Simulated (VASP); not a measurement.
Wanted: the native input for a VASP 6.6.1 run.

- Task: relaxation of cell and atoms
- Functional: PBE
- Potentials or basis: VASP PAW PBE potentials, release 64 (Ga_d, Ge_d, Se)
- Cutoff: 520 eV
- k mesh: 4 × 4 × 4
- Occupations: gaussian, width 0.15 eV
- Spin: no spin polarisation
- Further INCAR settings: PREC = Normal; ALGO = Fast; EDIFF = 0.0001; IBRION = 2; EDIFFG = -0.08; NSW = 24; ISIF = 3

The structure of Ga2Ge2Se3 lies in POSCAR:

```
Ga2Ge2Se3
1.0
    1.9500000000      1.1258330200     11.6000000000
   -1.9500000000      1.1258330200     11.6000000000
    0.0000000000     -2.2516660500     11.6000000000
Ga Ge Se
2 2 3
Direct
    0.7116000000      0.7116000000      0.7116000000
    0.2884000000      0.2884000000      0.2884000000
    0.1437000000      0.1437000000      0.1437000000
    0.8563000000      0.8563000000      0.8563000000
    0.0000000000      0.0000000000      0.0000000000
    0.5725000000      0.5725000000      0.5725000000
    0.4275000000      0.4275000000      0.4275000000
```

The cell was built by a generator and needn't be a form met in nature.

One way to write it, as run:

INCAR

```
SYSTEM = Ga2Ge2Se3
PREC = Normal ; ENCUT = 520
EDIFF = 1E-4 ; ISMEAR = 0
SIGMA = 0.15 ; LREAL = .FALSE.
LASPH = .TRUE. ; NELM = 60
ALGO = Fast ; ISIF = 3
LWAVE = .FALSE. ; LCHARG = .FALSE.
GGA = PE ; IBRION = 2
NSW = 24 ; EDIFFG = -0.08
```

KPOINTS

```
Automatic mesh
0
G
  4 4 4
  0 0 0
```

Potentials or basis: VASP PAW PBE potentials, release 64 (Ga_d, Ge_d, Se).

The run is started by

```console
$ cat potpaw_PBE.64/Ga_d/POTCAR potpaw_PBE.64/Ge_d/POTCAR potpaw_PBE.64/Se/POTCAR > POTCAR
$ mpirun -np 1 vasp_std > vasp.out
```

Results of the run:

| Property | Result |
| --- | --- |
| Relaxed volume | 23.23 Å³/atom |
| Relaxed cell | a = 11.851 Å, b = 11.851 Å, c = 11.851 Å, α = 19.52°, β = 19.52°, γ = 19.52° |
| Space group after relaxing (to 0.05 Å) | R-3m (No. 166) |
| Energy gained by relaxing | 92.5 meV/atom |
| Ionic steps | 17 |
| Pressure after relaxing | 0.3 GPa |
| Largest force after relaxing | 0.071 eV/Å |
| Band gap on the k mesh | none (metal or under the smearing width) |

Caveat: the k mesh is coarse (spacing up to 0.47 Å⁻¹), so the values aren't converged; the relaxation stopped at a loose force limit of 0.08 eV/Å, so its end isn't a converged minimum.

Run time: 47 min on 1 thread of Intel(R) Xeon(R) Platinum 8488C (Sapphire Rapids) (shared host), peak memory 0.8 GiB.
